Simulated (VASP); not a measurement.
```yaml
crystal:
  lattice:
    - [3.59150, 0.00000, 0.00000]
    - [-1.79575, 3.11033, 0.00000]
    - [0.00000, 0.00000, 11.57532]
  atoms:
    - { symbol: Pm, position: [0.00000, 0.00000, 0.00000] }
    - { symbol: Pm, position: [0.00000, 0.00000, 0.50000] }
    - { symbol: Pm, position: [0.33333, 0.66667, 0.25000] }
    - { symbol: Pm, position: [0.66667, 0.33333, 0.75000] }
```

The numbers are results of PBEsol GGA, VASP's PBE PAW potentials (set 64) (plane waves; VASP), not measurements. Run with 400 eV cut-off, Gaussian smearing of 0.050 eV, potentials Pm_3.

The 4f electrons are frozen in the core of the lanthanide potential, so 4f levels, which can set the real gap, and their magnetism are missing.

Question: Give the energies of bands 17 to 25 at the high-symmetry points, in eV from the Fermi level.

Answer: 
```tsv
band	Γ	M	K	A	L	H
17	-4.24	-2.17	-0.90	-3.77	-1.85	-1.08
18	-2.73	-2.16	-0.90	-3.77	-1.85	-1.08
19	-2.71	-1.73	-0.70	-2.16	-1.76	-0.51
20	-2.14	-1.26	-0.59	-2.16	-1.76	-0.51
21	0.74	-0.74	-0.59	1.24	-1.13	-0.28
22	0.79	-0.50	-0.33	1.24	-1.13	-0.28
23	1.33	-0.28	-0.14	1.36	0.72	-0.20
24	1.34	0.58	-0.14	1.37	0.72	-0.20
25	1.40	0.97	0.93	1.48	1.68	0.95
```

It has no gap at this level: it comes out as a metal or semimetal.

The structure was generated: Pm was put into the dhcp type (P6_3/mmc), which need not be its known phase. It was relaxed first.
